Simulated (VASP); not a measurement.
The system is HfB2.

```
CELL_PARAMETERS angstrom
3.14000 0.00000 0.00000
-1.57000 2.71932 0.00000
0.00000 0.00000 3.48000
ATOMIC_POSITIONS crystal
Hf 0.00000 0.00000 0.00000
B 0.33333 0.66667 0.50000
B 0.66667 0.33333 0.50000
```

| Item | Value |
| --- | --- |
| Program | VASP 6.6.1 |
| Task | relaxation of cell and atoms |
| Functional | PBE |
| Dispersion | D3(BJ) |
| Potentials or basis | VASP PAW PBE potentials, release 64 (Hf_pv, B) |
| Cutoff | 600 eV |
| k mesh | 15 × 15 × 11 |
| Occupations | methfessel-paxton, width 0.1 eV |
| Spin | no spin polarisation |

At the start: pressure -5.0 GPa; volume 9.90 Å³/atom.

Q: Where does the relaxation end?

A: Over 5 steps the energy falls by 3.1 meV/atom and the volume is 9.71 Å³/atom (-2.0 %); space group P6/mmm (No. 191, to 0.05 Å).

Step by step:
```tsv
step	energy change (eV)	largest force (eV/Å)	pressure (GPa)	volume (Å³)
1	0.0000	0.0000	-5.04	29.71
2	0.0069	0.0000	7.17	28.39
3	-0.0093	0.0000	-0.02	29.14
4	-0.0093	0.0000	0.08	29.12
5	-0.0094	0.0000	0.09	29.12
```

Final structure:
```yaml
crystal:
  lattice:
    - [3.11982, 0.00000, 0.00000]
    - [-1.55991, 2.70184, 0.00000]
    - [0.00000, 0.00000, 3.45476]
  atoms:
    - { symbol: Hf, position: [0.00000, 0.00000, 0.00000] }
    - { symbol: B, position: [0.33333, 0.66667, 0.50000] }
    - { symbol: B, position: [0.66667, 0.33333, 0.50000] }
```

Caveat: pairwise dispersion overbinds metals, which lowers pressure and volume.
